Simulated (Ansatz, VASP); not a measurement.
# BaY in two plane-wave programs

Aim: how closely do two programs agree when they are given the same cell, functional and k mesh? The cell is invented: other elements were put on sites of a known structure type. It may not be a known or stable phase. The cell is taken from a series of VASP runs on this material, whose earlier steps may have relaxed, scaled or displaced it; both programs get it as it stands.

Main program and level: Ansatz 0.2.0; plane waves, with VASP 6.6.1 beside it; single point at revPBE.

## 1. Set-up

It takes space group Pm-3m (No. 221, cubic). The conventional cell has a = 4.489 Å, b = 4.489 Å, c = 4.489 Å, α = 90.00°, β = 90.00°, γ = 90.00°. Ba has 8 Y at 3.89 Å nearest. Nearest to Y lie 8 Ba at 3.89 Å. Farther neighbours are not listed.

## 2. Ansatz: single point, revPBE

Ansatz runs on its default PAW (the set named soft_2) files.

A single point gives forces, pressure and levels at one fixed geometry, so differences don't come from the geometry; what else differs is listed under the comparison.

input.yaml

```yaml
crystal:
  lattice:
    - [4.48886332, 0.0, 0.0]
    - [0.0, 4.48886332, 0.0]
    - [0.0, 0.0, 4.48886332]
  atoms:
    - { symbol: Ba, position: [0.0, 0.0, 0.0] }
    - { symbol: "Y", position: [0.5, 0.5, 0.5] }
hamiltonian:
  xc: revpbe
  pseudopotentials: { kind: paw }
kpoints:
  mp_grid: { grid: [5, 5, 5] }
scf:
  occupations: { method: methfessel_paxton, width: 0.2 }
  n_extra_bands: 4
output:
  forces: true
  stress: true
  eigenvalues: true
```

Started as:

```sh
$ ansatz run input.yaml --threads 2 --pin off --max-ram 4608MiB --backend cpu --events-out ev --progress --plain --runs-dir out
```

Numbers of over 12 decimals in the logs are rounded to 6 here.

Log:

```text
scf.n_extra_bands = 4 over 11 filled bands (N_el = 21.0): the run solves 15 bands
Engine: ansatz 0.2.0, aarch64-unknown-linux-gnu
Pseudopotentials: kind: paw
Pseudopotential: Ba, paw, valence charge 10, recommended cutoff 420 eV (normal), Ba.paw.azcp
Pseudopotential: Y, paw, valence charge 11, recommended cutoff 420 eV (normal), Y.paw.azcp
Functional definition: revPBE
  parameter kappa = 1.245
  parameter beta = 0.066725
  exchange = pbe_x(kappa = kappa, mu = beta*pi^2/3)
  correlation = pbe_c(beta = beta)
Crystal: 2 atoms, lattice volume = 90.450 Å³
Basis set: ecut = 420 eV, 1791 PW (Γ), exchange–correlation on 64×64×64 points (8 copies of the dense FFT grid, shifted against one another)
Bands: 15, of which v1, the nominal top of the filled ones, is band 11 counted from 1 (10 counted from 0)
Symmetry: 48 space group operations
Space group: Pm-3m (ITA 221), of the structure as read, at distance tolerance 4.5e-5 Å
k-points: 10 of 125
Non-local potential: Ba, projectors of the file, l = 0: 3, l = 1: 2, l = 2: 2, l = 3: 2
Non-local potential: Y, projectors of the file, l = 0: 3, l = 1: 2, l = 2: 2, l = 3: 1
PAW form: soft (Blöchl's): semilocal exchange-correlation on the pseudo side does not see the compensation charge
PAW frozen core: Ba, regenerated for the run's functional, and the local potential with it (the file was generated under x = pbe(κ = 0.804, μ = 0.219515), c = pbe(β = 0.066725))
PAW frozen core: Y, regenerated for the run's functional, and the local potential with it (the file was generated under x = pbe(κ = 0.804, μ = 0.219515), c = pbe(β = 0.066725))
PAW one-centre angular grid: Ba, 194 points (default); XC on 64 Gauss nodes
PAW one-centre angular grid: Y, 590 points (default); XC on 64 Gauss nodes
Initial density: superposition of atomic densities (neutral atoms: chi_scale 0, normalization atom), corrected by the library's trained network
Initial wavefunctions: pseudopotential atomic-orbital guess
Functional: x = revpbe(κ = 1.245, μ = 0.219515), c = pbe(β = 0.066725)
SCF iter   1: F=—  HF=-9809.244700 eV  |F-HF|=—  |Δ(HF+E_count)|=         —  Δρ=3.62e-3  dr2=1.73e-2  ethr=1.77e-3  ⟨swp⟩=5.6  Hψ=846  notcnv=0
preconditioner: auto → Resta (q_TF=auto, 2.139 Å⁻¹)  ε∞=17.1  [insulator: Δε(μ)=0.156 eV  Ē_g=2.174 eV  σ=0.200 eV  W_gap=0.61  n_scr=18 (ndim 8)  ℏωp=8.7 eV  f_vac=0.000  D(μ)=3.40/eV (n_scr^D=26)  ε∞_Penn≈17.1]
SCF iter   2: F=—  HF=-9809.243419 eV  |F-HF|=—  |Δ(HF+E_count)|=   1.28e-3  S|Δr|=    0.00e0  Δρ=2.21e-3  dr2=5.30e-3  ethr=8.24e-5  ⟨swp⟩=2.1  Hψ=304  notcnv=0
SCF iter   3: F=—  HF=-9809.244123 eV  |F-HF|=—  |Δ(HF+E_count)|=   7.03e-4  S|Δr|=    0.00e0  Δρ=5.40e-4  dr2=3.64e-4  ethr=2.52e-5  ⟨swp⟩=2.8  Hψ=234  notcnv=0
SCF iter   4: F=—  HF=-9809.244173 eV  |F-HF|=—  |Δ(HF+E_count)|=   5.09e-5  S|Δr|=    0.00e0  Δρ=9.42e-5  dr2=9.65e-6  ethr=1.73e-6  ⟨swp⟩=2.5  Hψ=248  notcnv=0
SCF iter   5: F=—  HF=-9809.244186 eV  |F-HF|=—  |Δ(HF+E_count)|=   1.28e-5  S|Δr|=    0.00e0  Δρ=1.42e-5  dr2=1.27e-7  ethr=4.60e-8  ⟨swp⟩=2.0  Hψ=226  notcnv=0
SCF iter   6: F=-9809.244186 eV  HF=-9809.244186 eV  |F-HF|=2.78e-9  |Δ(HF+E_count)|=   1.55e-7  S|Δr|=    0.00e0  Δρ=2.23e-6  dr2=4.09e-9  ethr=4.76e-10  ⟨swp⟩=6.5  Hψ=820  notcnv=0
SCF 1 converged in 6 iterations: F = -9809.244186 eV  dr2 = 4.09e-9
  greatest PAW one-centre occupation: 0.994 electrons in one spin orbital (limit 2), on the Y atom at site 1 (counted from 0), in its partial waves of l = 0
SCF converged after 6 iterations
Stability not checked: this state was not tested for a lower state beside it, because cold or Methfessel-Paxton smearing, or corrected tetrahedra, fill the levels in a way that the test cannot read (fill_not_monotonic; see scf.lower_state_search)
Free energy (F): -9809.244186 eV
Harris-Foulkes:  -9809.244186 eV  (|F-HF|=2.78e-9)
Internal energy: -9809.243076 eV  (E = F + TS)
E sigma→0 (E₀):  -9809.243909 eV
Entropy (-TS):   -0.001110 eV (-0.555 meV/atom)
Fermi energy:    7.560495 eV
--- Per-component energies (eV) ---
  E_band       = -211.479254
  E_kinetic    = 469.603900
  E_local      = -1021.387353  (includes V_loc(G=0)·N_el)
  E_nonlocal   = 106.418374
  E_hartree    = 326.646640
  E_xc         = -339.550272
  E_vxc        = -331.443459  (∫ρ·V_xc dr)
  E_paw        = -8062.179980  (= ΣΔE_a)
  E_vpaw       = -87.963351  (= ΣTr[D̂ρ^β])
  E_aug_tail   = 0.000002  (compensation charges beyond the density's cutoff)
  E_ewald      = -1288.707517
  E_core_change = -0.086870  (= ΣΔE_core)
  E_smearing   = -0.001110  (= −TS)
  E_closure    = 0.000000  (closes the sum)
  Σ components = -9809.244186   (vs F -9809.244186, Δ=0.00e0)
--- Forces (eV/Å), atoms counted from 1 ---
  atom   1  Ba     0.00000000     0.00000000    -0.00000000
  atom   2  Y     -0.00000000     0.00000000     0.00000000
  max |Σ_I F_I| component: 5.42e-30 eV/Å
--- Stress (GPa, compression-positive) ---
       -0.089957       0.000000       0.000000
        0.000000      -0.089957       0.000000
        0.000000       0.000000      -0.089957
  P = ⅓ Tr σ = -0.0900 GPa (-0.900 kbar)
--- Band table (eV; the first three rows and the last of 10) ---
  k-point 0: bands = [... 7 lower, -5.5881, 4.0023, 6.6112, 6.6112, 9.1017, 9.1017, 9.1017, 10.9435]
  k-point 1: bands = [... 7 lower, -5.5829, 4.4541, 6.8446, 6.8586, 9.0078, 9.0078, 9.2400, 10.1910]
  k-point 2: bands = [... 7 lower, -5.5743, 5.5893, 6.7599, 7.4673, 8.9509, 8.9509, 8.9668, 9.5249]
  k-point 9: bands = [... 7 lower, -5.7813, 7.0018, 7.4812, 7.4812, 7.8517, 8.1806, 8.1806, 10.3875]
```

Wall time 1.5 s (2 threads of Arm Neoverse N1, shared host); peak memory 0.32 GiB.

Reading the cycles: dr2 is the Hartree energy of the density residual (eV), the measure of convergence; HF is the Harris–Foulkes estimate of the energy, which meets the free energy F at convergence.

The run ends at a pressure of -0.09 GPa.

## 3. VASP: single point, revPBE

The same cell, functional, mesh and smearing now go to VASP, with its own data sets and cutoff.

Lines of VASP's logs that name or quote its potential files are left out, and so is its time.

INCAR

```
SYSTEM = BaY
PREC = Accurate
ENCUT = 400
EDIFF = 1E-06
NELM = 100
ISMEAR = 1
SIGMA = 0.2
LREAL = .FALSE.
ALGO = Normal
GGA = RE
LORBIT = 11
LWAVE = .FALSE.
LCHARG = .TRUE.
ISIF = 2
LELF = .TRUE.
LVHAR = .TRUE.
```

POSCAR

```
BaY
1.0
    4.4888633200      0.0000000000      0.0000000000
    0.0000000000      4.4888633200      0.0000000000
    0.0000000000      0.0000000000      4.4888633200
Ba Y
1 1
Direct
    0.0000000000      0.0000000000      0.0000000000
    0.5000000000      0.5000000000      0.5000000000
```

KPOINTS

```
Automatic mesh
0
Gamma
5 5 5
0 0 0
```

PAW data sets: Ba_sv and Y_sv (PBE family, release 64).

Started as:

```sh
$ mpirun -np 1 vasp_std
```

Log:

```text
[banner, memory and clock lines left out]
running    1 mpi-ranks, on    1 nodes
 distrk:  each k-point on    1 cores,    1 groups
 distr:  one band on    1 cores,    1 groups

 POSCAR found type information on POSCAR BaY
 POSCAR found :  2 types and       2 ions
|                                                                             |
|               ----> ADVICE to this user running VASP <----                  |
|                                                                             |
|     You enforced a specific xc type in the INCAR file but a different       |
|     [... a line on the potential file left out ...]
|     I HOPE YOU KNOW WHAT YOU ARE DOING!                                     |
|                                                                             |

 LDA part: xc-table for (Slater+PW92), standard interpolation
 POSCAR, INCAR and KPOINTS ok, starting setup
 FFT: planning ... GRIDC
 FFT: planning ... GRID_SOFT
 FFT: planning ... GRID
 WAVECAR not read
 entering main loop
       N       E                     dE             d eps       ncg     rms          rms(c)
DAV:   1     0.103594806789E+03    0.10359E+03   -0.83889E+03   280   0.106E+03
DAV:   2    -0.107586285536E+01   -0.10467E+03   -0.10366E+03   416   0.236E+02
DAV:   3    -0.783959699743E+01   -0.67637E+01   -0.66289E+01   420   0.486E+01
DAV:   4    -0.804228203870E+01   -0.20269E+00   -0.20264E+00   404   0.722E+00
DAV:   5    -0.804549828234E+01   -0.32162E-02   -0.32162E-02   378   0.827E-01    0.156E+01
DAV:   6    -0.722216501912E+01    0.82333E+00   -0.22449E+00   334   0.564E+00    0.114E+01
DAV:   7    -0.721104074167E+01    0.11124E-01   -0.16215E+00   380   0.444E+00    0.267E+00
DAV:   8    -0.719332263012E+01    0.17718E-01   -0.62035E-01   340   0.312E+00    0.208E+00
DAV:   9    -0.718467738127E+01    0.86452E-02   -0.14612E-01   334   0.170E+00    0.129E+00
DAV:  10    -0.718259917663E+01    0.20782E-02   -0.11708E-02   346   0.544E-01    0.181E-01
DAV:  11    -0.718270989480E+01   -0.11072E-03   -0.17093E-03   398   0.203E-01    0.572E-02
DAV:  12    -0.718267970878E+01    0.30186E-04   -0.11374E-04   346   0.519E-02    0.328E-02
DAV:  13    -0.718267180989E+01    0.78989E-05   -0.39130E-05   428   0.310E-02    0.109E-02
DAV:  14    -0.718267093355E+01    0.87634E-06   -0.15112E-06   230   0.684E-03
   1 F= -.71826709E+01 E0= -.71823789E+01  d E =-.876018E-03
```

From OUTCAR (step 3):

```text
ion  position               nearest neighbor table
   1  0.000  0.000  0.000-   2 3.89   2 3.89   2 3.89   2 3.89   2 3.89   2 3.89   2 3.89   2 3.89

  LATTYP: Found a simple cubic cell.
 ALAT       =     4.4888633200

 Subroutine GETGRP returns: Found 48 space group operations
 (whereof 48 operations were pure point group operations)

The static configuration has the point symmetry O_h .

 Found     10 irreducible k-points:

   k-points           NKPTS =     10   k-points in BZ     NKDIM =     10   number of bands    NBANDS=     14

   dimension x,y,z NGX =    30 NGY =   30 NGZ =   30
   dimension x,y,z NGXF=    60 NGYF=   60 NGZF=   60

   ENCUT  =  400.0 eV  29.40 Ry    5.42 a.u.   7.32  7.32  7.32*2*pi/ulx,y,z

   NELECT =      21.0000    total number of electrons

 k-points in reciprocal lattice and weights: Automatic mesh
   0.00000000  0.00000000  0.00000000       0.008
   0.20000000  0.00000000  0.00000000       0.048
   0.40000000  0.00000000  0.00000000       0.048
   0.20000000  0.20000000  0.00000000       0.096
   0.40000000  0.20000000  0.00000000       0.192
   0.40000000  0.40000000  0.00000000       0.096
   0.20000000  0.20000000  0.20000000       0.064
   0.40000000  0.20000000  0.20000000       0.192
   0.40000000  0.40000000  0.20000000       0.192
   0.40000000  0.40000000  0.40000000       0.064

 average (electrostatic) potential at core
       1 -37.9017       2 -39.6942

 E-fermi :   2.3613

 k-point     1 :       0.0000    0.0000    0.0000
  band No.  band energies     occupation
    ...
      7     -10.8234      2.00000
      8     -10.8234      2.00000
      9      -1.2373      2.00000
     10       1.3907      2.00000
     11       1.3907      2.00000
     12       3.8783     -0.00000
     13       3.8783     -0.00000
     14       3.8783     -0.00000

 k-point     2 :       0.2000    0.0000    0.0000
  band No.  band energies     occupation
    ...
      7     -10.8181      2.00000
      8     -10.8181      2.00000
      9      -0.7836      2.00000
     10       1.6318      2.00000
     11       1.6381      2.00000
     12       3.7987     -0.00000
     13       3.7987     -0.00000
     14       4.0331     -0.00000

 k-point     3 :       0.4000    0.0000    0.0000
  band No.  band energies     occupation
    ...
      7     -10.8095      2.00000
      8     -10.8095      2.00000
      9       0.3568      2.00000
     10       1.5357      2.00000
     11       2.2826      1.61235
     12       3.7637     -0.00000
     13       3.7671     -0.00000
     14       3.7671     -0.00000

  Total        0.0055367      0.0055367      0.0055367      0.0000000     -0.0000000      0.0000000
  in kB        0.0980736      0.0980736      0.0980736      0.0000000     -0.0000000      0.0000000
  external PRESSURE =       0.0980736 kB  Pullay stress =       0.0000000 kB

  energy-cutoff  :      400.00
  volume of cell :       90.45
      direct lattice vectors                 reciprocal lattice vectors
     4.488863320  0.000000000  0.000000000     0.222773546  0.000000000  0.000000000
     0.000000000  4.488863320  0.000000000     0.000000000  0.222773546  0.000000000
     0.000000000  0.000000000  4.488863320     0.000000000  0.000000000  0.222773546

 POSITION                                       TOTAL-FORCE (eV/Angst)
 -----------------------------------------------------------------------------------
      0.00000      0.00000      0.00000         0.000000      0.000000      0.000000
      2.24443      2.24443      2.24443         0.000000      0.000000      0.000000
 -----------------------------------------------------------------------------------
    total drift:                                0.000000      0.000000      0.000000

  FREE ENERGIE OF THE ION-ELECTRON SYSTEM (eV)
  ---------------------------------------------------
  free  energy   TOTEN  =        -7.1826709336 eV

  energy  without entropy=       -7.1817949154  energy(sigma->0) =       -7.18237893

 total charge
# of ion       s       p       d       f       tot
--------------------------------------------------
    1        2.067   5.538   0.386   0.000   7.990
    2        2.286   6.124   0.757   0.002   9.170
--------------------------------------------------
tot          4.353  11.662   1.143   0.002  17.160

[... 3 further parts left out ...]
```

Harder data sets than Ba_sv exist (the GW ones), and pressures, volumes and forces can shift noticeably with them.

## 4. Comparison

Known differences besides the potentials themselves: the cutoff is 420 eV in Ansatz and 400 eV in VASP; Ansatz makes its cores anew for this functional, VASP keeps those of its PBE data sets; VASP leaves aspherical gradient terms in its spheres out (LASPH is not set), Ansatz keeps them. Total energies have different zeros and are not compared.

Both answers:

```tsv
quantity	Ansatz	VASP	difference
pressure (GPa)	-0.09	0.01	-0.10
```

## 5. Ansatz: single point, revPBE, volume scaled by 0.94

With cell and atoms fixed, the geometry can't cause a difference; cores, projectors, grids and the points listed under the comparison can. The cell compared in this pair holds 85.02 Å³, against 90.45 Å³ for the pair before.

The cell is a member of a volume series, scaled by 0.94 from a relaxed one, so a pressure remains.

input.yaml, the sections that differ from step 2:

```yaml
crystal:
  lattice:
    - [4.3972281522, 0.0, 0.0]
    - [0.0, 4.3972281522, 0.0]
    - [0.0, 0.0, 4.3972281522]
  atoms:
    - { symbol: Ba, position: [0.0, 0.0, 0.0] }
    - { symbol: "Y", position: [0.5, 0.5, 0.5] }
output:
  forces: true
  stress: true
  eigenvalues: true
  write_density: true
  write_potential: true
  elf: true
  volumetric_format: npy
# hamiltonian, kpoints, scf: as in step 2
```

Started as:

```sh
$ ansatz run input.yaml --threads 2 --pin off --max-ram 4608MiB --backend cpu --events-out ev --progress --plain --runs-dir out
```

Log:

```text
[...]
Crystal: 2 atoms, lattice volume = 85.023 Å³
Basis set: ecut = 420 eV, 1647 PW (Γ), exchange–correlation on 60×60×60 points (8 copies of the dense FFT grid, shifted against one another)
Bands: 15, of which v1, the nominal top of the filled ones, is band 11 counted from 1 (10 counted from 0)
Symmetry: 48 space group operations
[...]
k-points: 10 of 125
[...]
P = ⅓ Tr σ = 1.0999 GPa (10.999 kbar)
--- Band table (eV; the first three rows and the last of 10) ---
  k-point 0: bands = [... 7 lower, -4.8910, 4.5549, 7.0870, 7.0870, 9.7730, 9.7730, 9.7730, 11.7084]
  k-point 1: bands = [... 7 lower, -4.8851, 5.0415, 7.3341, 7.3865, 9.6741, 9.6741, 9.9223, 10.8721]
  k-point 2: bands = [... 7 lower, -4.8756, 6.2409, 7.4019, 8.0005, 9.5460, 9.6312, 9.6312, 10.2334]
  k-point 9: bands = [... 7 lower, -5.1283, 7.5910, 8.0583, 8.0583, 8.5347, 8.8737, 8.8737, 11.1924]
[key lines of the parts left out:]
SCF converged after 6 iterations
Free energy (F): -9809.227891 eV
Fermi energy:    8.138594 eV
```

Wall time 1.9 s (2 threads); peak memory 0.32 GiB; 3 s of CPU time.

The run ends at a pressure of 1.10 GPa.

## 6. VASP: single point, revPBE, volume scaled by 0.94

The same cell, functional, mesh and smearing now go to VASP, with its own data sets and cutoff.

INCAR, as its differences from that of step 3:

```diff
@@ -12,5 +12,3 @@
 LWAVE = .FALSE.
-LCHARG = .TRUE.
+LCHARG = .FALSE.
 ISIF = 2
-LELF = .TRUE.
-LVHAR = .TRUE.
```

POSCAR

```
BaY
1.0
    4.3972281522      0.0000000000      0.0000000000
    0.0000000000      4.3972281522      0.0000000000
    0.0000000000      0.0000000000      4.3972281522
Ba Y
1 1
Direct
    0.0000000000      0.0000000000      0.0000000000
    0.5000000000      0.5000000000      0.5000000000
```

KPOINTS is that of step 3.

Started as:

```sh
$ mpirun -np 1 vasp_std
```

Log:

```text
[banner, memory and clock lines left out]
running    1 mpi-ranks, on    1 nodes
[...]
[... a notice as in an earlier step ...]

 LDA part: xc-table for (Slater+PW92), standard interpolation
 POSCAR, INCAR and KPOINTS ok, starting setup
[...]
entering main loop
       N       E                     dE             d eps       ncg     rms          rms(c)
DAV:   1     0.986841837307E+02    0.98684E+02   -0.84448E+03   280   0.106E+03
DAV:   2    -0.578306868899E+00   -0.99262E+02   -0.98108E+02   392   0.241E+02
DAV:   3    -0.781229385055E+01   -0.72340E+01   -0.71409E+01   462   0.484E+01
DAV:   4    -0.798239046906E+01   -0.17010E+00   -0.16997E+00   386   0.654E+00
[...]
DAV:  12    -0.716158331930E+01    0.20798E-04   -0.97665E-05   354   0.488E-02    0.196E-02
DAV:  13    -0.716158108948E+01    0.22298E-05   -0.17177E-05   396   0.225E-02    0.366E-03
DAV:  14    -0.716158091633E+01    0.17316E-06   -0.50577E-07   170   0.410E-03
   1 F= -.71615809E+01 E0= -.71629291E+01  d E =0.404442E-02
```

(Continued in part 2 of 2.)

[Lines on the potential files, build, host, timing and source positions are cut from VASP's logs without a mark.]

[Logs are printed without paths, hosts, clocks, repeated set-up lines and the standing remarks that a program may print on its own settings, such as how far it seeks lower states.]

[Hosts, paths, dates, database ids (printed as entryN), source tags and the programs' standing remarks are cut or masked in the printed files.]
